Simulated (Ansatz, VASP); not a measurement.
**Cross-check of Si2O between VASP and Ansatz**

Aim: how closely do two programs agree when they are given the same cell, functional and k mesh? Of the first pair: The cell is taken from a series of runs on this material, whose earlier steps may have relaxed, scaled, displaced or heated it; both programs get it as it stands.

Program: Ansatz 0.2.0. Level of theory: plane waves, with VASP 6.6.1 beside it; single point at PBEsol. Results are calculated unless marked as measured.

## Step 1: The starting structure

The cell holds 30 atoms: 20 Si and 10 O. Cell: a = 8.167 Å, b = 8.167 Å, c = 8.167 Å, α = 90.0°, β = 90.0°, γ = 90.0°. Kind glass; density_g_cm3 2.2; melt_temperature_k 3200; route random start, relaxed, short melt, two cooling runs, relaxed.

## Step 2: Ansatz: single point, PBEsol, pair 1

Ansatz runs on its default PAW (the set named soft_2) files.

With cell and atoms fixed, the geometry can't cause a difference; cores, projectors, grids and the points listed under the comparison can.

The input, input.yaml:

```yaml
crystal:
  lattice:
    - [8.1669974226, 0.0, 0.0]
    - [0.0, 8.1669974226, 0.0]
    - [0.0, 0.0, 8.1669974226]
  atoms:
    - { symbol: Si, position: [1.0059293195, 0.5725671857, 0.7680175369] }
    - { symbol: Si, position: [0.2927962935, 0.6965126896, 0.3648432459] }
    - { symbol: Si, position: [0.9252465302, 0.1749698189, 0.736448465] }
    - { symbol: Si, position: [0.4470544525, 0.9577867218, -0.0638112061] }
    - { symbol: Si, position: [0.4614166473, 0.7209928748, 0.7673832461] }
    - { symbol: Si, position: [0.2036506983, 0.7238306501, 0.6409306411] }
    - { symbol: Si, position: [0.622872422, 0.4970898206, 0.3629667165] }
    - { symbol: Si, position: [1.0418635328, 0.5254191738, 0.1576154288] }
    - { symbol: Si, position: [0.076211667, 0.3275808492, 0.9322833326] }
    - { symbol: Si, position: [0.0932081725, 0.9828055603, 0.5736397517] }
    - { symbol: Si, position: [0.9272337838, 0.7526960832, 0.0166036506] }
    - { symbol: Si, position: [0.8798061142, -0.0529234469, 0.2511792435] }
    - { symbol: Si, position: [0.1592962972, 1.0564378761, 1.0573253455] }
    - { symbol: Si, position: [0.8739333688, 0.5061741029, 0.5160661179] }
    - { symbol: Si, position: [0.6151712776, 0.9904856843, 0.3656035929] }
    - { symbol: Si, position: [0.3293560292, 0.9827467084, 0.3083023536] }
    - { symbol: Si, position: [0.634478601, 0.6832801079, 0.0183230591] }
    - { symbol: Si, position: [0.6353835612, 0.2301502888, 0.5208450316] }
    - { symbol: Si, position: [0.6680455458, 0.8175475571, 0.5984144961] }
    - { symbol: Si, position: [0.6615517506, 1.059806031, 0.763941222] }
    - { symbol: O, position: [0.5359552649, 0.848084385, 0.0973301867] }
    - { symbol: O, position: [0.8430289049, 0.2974160374, 0.5697095732] }
    - { symbol: O, position: [0.6452429546, 0.5361395464, 0.163776252] }
    - { symbol: O, position: [0.4571253752, 0.5894282234, 0.4141817162] }
    - { symbol: O, position: [0.2279319353, 0.5964863166, 0.2003071593] }
    - { symbol: O, position: [-0.0076421551, 0.1013280707, 0.1791006813] }
    - { symbol: O, position: [0.9702900039, -0.0978400408, 0.4295663572] }
    - { symbol: O, position: [0.2398247033, 0.0793386234, 0.4693955426] }
    - { symbol: O, position: [0.0732341827, 0.8948924979, 0.9572336407] }
    - { symbol: O, position: [0.9800497606, 0.4821675992, 0.3458852949] }
kpoints:
  mp_grid: { grid: [2, 2, 2] }
scf:
  occupations: { method: fermi_dirac, width: 0.03 }
  n_extra_bands: 27
hamiltonian:
  xc: pbesol
  pseudopotentials: { kind: paw }
output:
  forces: true
  stress: true
  efg: { contact_densities: true }
  dos:
    projected:
      site_lists:
        Si: [0, 1, 2, 3, 4, 5, 6, 7, 8, 9, 10, 11, 12, 13, 14, 15, 16, 17, 18, 19]
        O: [20, 21, 22, 23, 24, 25, 26, 27, 28, 29]
    de: 0.05
    e_range: [-30, 12]
    method: { smearing: { sigma: 0.15, scheme: gaussian } }
  write_density: true
  write_potential: true
  elf: true
  volumetric_format: npy
```

Run with:

```sh
> ansatz run input.yaml --threads 3 --pin off --max-ram 8192MiB --backend cpu --events-out ev --progress --plain --runs-dir out
```

Numbers of over 12 decimals in the logs are rounded to 6 here.

Output:

```text
scf.n_extra_bands = 27 over 70 filled bands (N_el = 140.0): the run solves 97 bands
Engine: ansatz 0.2.0, x86_64-unknown-linux-gnu
Pseudopotentials: kind: paw
Pseudopotential: Si, paw, valence charge 4, recommended cutoff 420 eV (normal), Si.paw.azcp
Pseudopotential: O, paw, valence charge 6, recommended cutoff 420 eV (normal), O.paw.azcp
Functional definition: PBEsol
  exchange = pbesol_x
  correlation = pbesol_c
Crystal: 30 atoms, lattice volume = 544.737 Å³
Basis set: ecut = 420 eV, 10779 PW (Γ), exchange–correlation on 120×120×120 points (8 copies of the dense FFT grid, shifted against one another)
Bands: 97, of which v1, the nominal top of the filled ones, is band 70 counted from 1 (69 counted from 0)
Symmetry: 1 space group operations
Space group: P1 (ITA 1), of the structure as read, at distance tolerance 8.2e-5 Å
k-points: 8
Non-local potential: Si, projectors of the file, l = 0: 2, l = 1: 2, l = 2: 2
Non-local potential: O, projectors of the file, l = 0: 2, l = 1: 2, l = 2: 1
PAW form: soft (Blöchl's): semilocal exchange-correlation on the pseudo side does not see the compensation charge
PAW frozen core: Si, regenerated for the run's functional, and the local potential with it (the file was generated under x = pbe(κ = 0.804, μ = 0.219515), c = pbe(β = 0.066725))
PAW frozen core: O, regenerated for the run's functional, and the local potential with it (the file was generated under x = pbe(κ = 0.804, μ = 0.219515), c = pbe(β = 0.066725))
PAW one-centre angular grid: Si, 110 points (default); XC on 64 Gauss nodes
PAW one-centre angular grid: O, 110 points (default); XC on 64 Gauss nodes
Initial density: superposition of atomic densities (neutral atoms: chi_scale 0, normalization atom), corrected by the library's trained network
Initial wavefunctions: pseudopotential atomic-orbital guess
Functional: x = pbesol(κ = 0.804, μ = 0.123457), c = pbesol(β = 0.046)
SCF iter   1: F=—  HF=-18038.644162 eV  |F-HF|=—  |Δ(HF+E_count)|=         —  Δρ=8.57e-3  dr2=5.32e-1  ethr=1.77e-3  ⟨swp⟩=7.4  Hψ=3880  notcnv=0  defer=106
preconditioner: auto → LDOS  [insulator: Δε(μ)=0.102 eV  Ē_g=8.459 eV  σ=0.030 eV  W_gap=0.52  n_scr=80 (ndim 8)  ℏωp=17.4 eV  f_vac=0.085  D(μ)=6.12/eV (n_scr^D=26)  ε∞_Penn≈5.2  β→1.0]
SCF iter   2: F=—  HF=-18038.609606 eV  |F-HF|=—  |Δ(HF+E_count)|=   3.46e-2  Δρ=7.96e-3  dr2=3.39e-1  ethr=3.80e-4  ⟨swp⟩=3.0  Hψ=1577  notcnv=0  defer=153
SCF iter   3: F=—  HF=-18038.521692 eV  |F-HF|=—  |Δ(HF+E_count)|=   8.79e-2  Δρ=1.67e-3  dr2=1.73e-2  ethr=2.42e-4  ⟨swp⟩=2.5  Hψ=1253  notcnv=0  defer=153
SCF iter   4: F=—  HF=-18038.518753 eV  |F-HF|=—  |Δ(HF+E_count)|=   2.94e-3  Δρ=4.97e-4  dr2=2.16e-3  ethr=1.24e-5  ⟨swp⟩=2.0  Hψ=1183  notcnv=0  defer=153
SCF iter   5: F=—  HF=-18038.518429 eV  |F-HF|=—  |Δ(HF+E_count)|=   3.24e-4  Δρ=2.36e-4  dr2=4.37e-4  ethr=1.54e-6  ⟨swp⟩=2.0  Hψ=1144  notcnv=0  defer=153
SCF iter   6: F=—  HF=-18038.518359 eV  |F-HF|=—  |Δ(HF+E_count)|=   6.95e-5  Δρ=9.36e-5  dr2=7.68e-5  ethr=3.12e-7  ⟨swp⟩=2.0  Hψ=1183  notcnv=0  defer=153
SCF iter   7: F=—  HF=-18038.518153 eV  |F-HF|=—  |Δ(HF+E_count)|=   2.06e-4  Δρ=3.47e-5  dr2=8.73e-6  ethr=5.49e-8  ⟨swp⟩=2.4  Hψ=1182  notcnv=0  defer=153
SCF iter   8: F=—  HF=-18038.518152 eV  |F-HF|=—  |Δ(HF+E_count)|=   9.60e-7  Δρ=1.47e-5  dr2=1.33e-6  ethr=6.24e-9  ⟨swp⟩=2.0  Hψ=1185  notcnv=0  defer=153
SCF iter   9: F=—  HF=-18038.518152 eV  |F-HF|=—  |Δ(HF+E_count)|=   8.31e-8  Δρ=5.85e-6  dr2=2.11e-7  ethr=9.53e-10  ⟨swp⟩=2.0  Hψ=1184  notcnv=0  defer=153
SCF iter  10: F=-18038.518152 eV  HF=-18038.518152 eV  |F-HF|=1.35e-8  |Δ(HF+E_count)|=   1.62e-8  Δρ=2.09e-6  dr2=2.49e-8  ethr=7.14e-11  ⟨swp⟩=19.6  Hψ=6913  notcnv=0
SCF 1 converged in 10 iterations: F = -18038.518152 eV  dr2 = 2.49e-8
  greatest PAW one-centre occupation: 0.868 electrons in one spin orbital (limit 2), on the O atom at site 20 (counted from 0), in its partial waves of l = 0
SCF converged after 10 iterations
Free energy (F): -18038.518152 eV
Harris-Foulkes:  -18038.518152 eV  (|F-HF|=1.35e-8)
Internal energy: -18038.500543 eV  (E = F + TS)
E sigma→0 (E₀):  -18038.509348 eV
Entropy (-TS):   -0.017609 eV (-0.587 meV/atom)
Fermi energy:    5.025754 eV
--- Per-component energies (eV) ---
  E_band       = -361.222920
  E_kinetic    = 2580.444001
  E_local      = -7566.858793  (includes V_loc(G=0)·N_el)
  E_nonlocal   = 991.590913
  E_hartree    = 2955.096415
  E_xc         = -1819.784608
  E_vxc        = -1868.277544  (∫ρ·V_xc dr)
  E_paw        = -11502.810367  (= ΣΔE_a)
  E_vpaw       = -408.336471  (= ΣTr[D̂ρ^β])
  E_aug_tail   = 0.025015  (compensation charges beyond the density's cutoff)
  E_ewald      = -3677.187212
  E_core_change = 0.984092  (= ΣΔE_core)
  E_smearing   = -0.017609  (= −TS)
  E_closure    = 0.000000  (closes the sum)
  Σ components = -18038.518152   (vs F -18038.518152, Δ=0.00e0)
--- Forces (eV/Å), atoms counted from 1 ---
  atom   1  Si    -0.00098377    -0.00171410     0.00031036
[...]
atom  21  O     -0.04071208     0.01398522    -0.01755679
  atom  22  O      0.00841836    -0.00789034     0.00830409
  atom  23  O      0.00300779    -0.01314807    -0.02420524
  atom  24  O      0.00944649     0.01813827     0.01792480
  atom  25  O     -0.00176051     0.00578628     0.00784608
  atom  26  O     -0.01205084    -0.00946623     0.00705909
  atom  27  O      0.01134174     0.01510673     0.00620003
  atom  28  O      0.00772753    -0.01131731    -0.00898747
  atom  29  O      0.00322739    -0.00697462    -0.01261543
  atom  30  O      0.01180195    -0.00775864    -0.00395379
  max |Σ_I F_I| component: 4.88e-5 eV/Å
--- Stress (GPa, compression-positive) ---
        0.117785       1.939745      -1.463359
        1.939745      -2.061700       0.967171
       -1.463360       0.967171      -2.812781
  P = ⅓ Tr σ = -1.5856 GPa (-15.856 kbar)
--- PAW observables at the nuclei: V_zz in 10²¹ V/m², potentials from the cell's mean, atoms counted from 1 ---
  atom   1  Si V_zz =    +3.936442   η = 0.3846   by run symmetry: allowed
            electrostatic potential = -1356.863050 V   contact ρ = 12764.774275 e/Å³
  atom   2  Si V_zz =    +4.056329   η = 0.3554   by run symmetry: allowed
            electrostatic potential = -1355.619751 V   contact ρ = 12759.491897 e/Å³
  atom   3  Si V_zz =    +7.701100   η = 0.0686   by run symmetry: allowed
            electrostatic potential = -1355.660822 V   contact ρ = 12763.972855 e/Å³
  atom   4  Si V_zz =    +3.289353   η = 0.7315   by run symmetry: allowed
            electrostatic potential = -1356.184823 V   contact ρ = 12766.449941 e/Å³
  atom   5  Si V_zz =    +3.027148   η = 0.1840   by run symmetry: allowed
            electrostatic potential = -1357.055683 V   contact ρ = 12763.477637 e/Å³
  atom   6  Si V_zz =    -2.556054   η = 0.9000   by run symmetry: allowed
            electrostatic potential = -1357.246349 V   contact ρ = 12762.546884 e/Å³
  atom   7  Si V_zz =    -5.811408   η = 0.5571   by run symmetry: allowed
            electrostatic potential = -1355.098041 V   contact ρ = 12760.219215 e/Å³
  atom   8  Si V_zz =    -3.146945   η = 0.9788   by run symmetry: allowed
            electrostatic potential = -1355.478831 V   contact ρ = 12760.476076 e/Å³
  atom   9  Si V_zz =    +3.138358   η = 0.5006   by run symmetry: allowed
            electrostatic potential = -1356.420713 V   contact ρ = 12763.763255 e/Å³
  atom  10  Si V_zz =    +3.090642   η = 0.2435   by run symmetry: allowed
            electrostatic potential = -1355.513953 V   contact ρ = 12760.311755 e/Å³
  atom  11  Si V_zz =    -2.089269   η = 0.7868   by run symmetry: allowed
            electrostatic potential = -1355.927200 V   contact ρ = 12760.156245 e/Å³
  atom  12  Si V_zz =    +3.666313   η = 0.4889   by run symmetry: allowed
            electrostatic potential = -1355.736579 V   contact ρ = 12761.361394 e/Å³
  atom  13  Si V_zz =    -1.851588   η = 0.5211   by run symmetry: allowed
            electrostatic potential = -1354.957083 V   contact ρ = 12759.719214 e/Å³
  atom  14  Si V_zz =    -5.404159   η = 0.9389   by run symmetry: allowed
            electrostatic potential = -1355.003210 V   contact ρ = 12761.185791 e/Å³
  atom  15  Si V_zz =    -3.269457   η = 0.8651   by run symmetry: allowed
            electrostatic potential = -1356.773105 V   contact ρ = 12763.493900 e/Å³
  atom  16  Si V_zz =    +2.620742   η = 0.5464   by run symmetry: allowed
            electrostatic potential = -1356.171145 V   contact ρ = 12762.911261 e/Å³
  atom  17  Si V_zz =    +2.132085   η = 0.7082   by run symmetry: allowed
            electrostatic potential = -1355.086162 V   contact ρ = 12762.532283 e/Å³
  atom  18  Si V_zz =    +7.060764   η = 0.3365   by run symmetry: allowed
            electrostatic potential = -1355.898976 V   contact ρ = 12765.638359 e/Å³
  atom  19  Si V_zz =    -3.564653   η = 0.7128   by run symmetry: allowed
            electrostatic potential = -1356.714032 V   contact ρ = 12766.873918 e/Å³
  atom  20  Si V_zz =    -4.593876   η = 0.7086   by run symmetry: allowed
            electrostatic potential = -1356.716393 V   contact ρ = 12764.805901 e/Å³
  atom  21  O  V_zz =    +6.494621   η = 0.9695   by run symmetry: allowed
            electrostatic potential = -618.423630 V   contact ρ = 2144.135776 e/Å³
  atom  22  O  V_zz =    -8.938142   η = 0.2440   by run symmetry: allowed
            electrostatic potential = -617.357890 V   contact ρ = 2143.346256 e/Å³
  atom  23  O  V_zz =    +9.695098   η = 0.3126   by run symmetry: allowed
            electrostatic potential = -618.160200 V   contact ρ = 2142.188807 e/Å³
  atom  24  O  V_zz =    +8.511183   η = 0.2003   by run symmetry: allowed
            electrostatic potential = -618.512231 V   contact ρ = 2141.467632 e/Å³
  atom  25  O  V_zz =    +8.396901   η = 0.4782   by run symmetry: allowed
            electrostatic potential = -618.723795 V   contact ρ = 2142.265053 e/Å³
  atom  26  O  V_zz =    +7.496585   η = 0.6321   by run symmetry: allowed
            electrostatic potential = -618.953677 V   contact ρ = 2143.673008 e/Å³
  atom  27  O  V_zz =    +8.081482   η = 0.2661   by run symmetry: allowed
            electrostatic potential = -618.571544 V   contact ρ = 2142.423671 e/Å³
  atom  28  O  V_zz =    +7.947684   η = 0.4230   by run symmetry: allowed
            electrostatic potential = -618.809708 V   contact ρ = 2142.957544 e/Å³
  atom  29  O  V_zz =    +9.468116   η = 0.3116   by run symmetry: allowed
            electrostatic potential = -618.699283 V   contact ρ = 2143.385626 e/Å³
  atom  30  O  V_zz =    +9.059964   η = 0.1792   by run symmetry: allowed
            electrostatic potential = -618.492591 V   contact ρ = 2141.630268 e/Å³
--- Band table (eV; the first three rows and the last of 8) ---
  k-point 0: bands = [... 66 lower, 4.0984, 4.2915, 4.5934, 4.9198, 5.2299, 5.9227, 6.3389, 6.4847, ... 23 higher]
  k-point 1: bands = [... 66 lower, 4.1615, 4.4019, 4.4961, 4.7741, 5.1065, 6.0260, 6.2190, 6.3417, ... 23 higher]
  k-point 2: bands = [... 66 lower, 4.1368, 4.2846, 4.7866, 5.2896, 5.5968, 5.7275, 5.8941, 6.4797, ... 23 higher]
  k-point 7: bands = [... 66 lower, 4.2000, 4.4971, 4.6853, 4.7827, 5.4066, 5.5797, 6.1793, 6.4812, ... 23 higher]
```

The column dr2 measures how far the density is from self-consistency, as an energy; F and HF (Harris–Foulkes) agree once it is small.

(Part 1 of 3 ends here.)

[Lines on the potential files, build, host, timing and source positions are cut from VASP's logs without a mark.]

[Logs are printed without paths, hosts, clocks, repeated set-up lines and the standing remarks that a program may print on its own settings, such as how far it seeks lower states.]

[Hosts, paths, dates, database ids (printed as entryN), source tags and the programs' standing remarks are cut or masked in the printed files.]
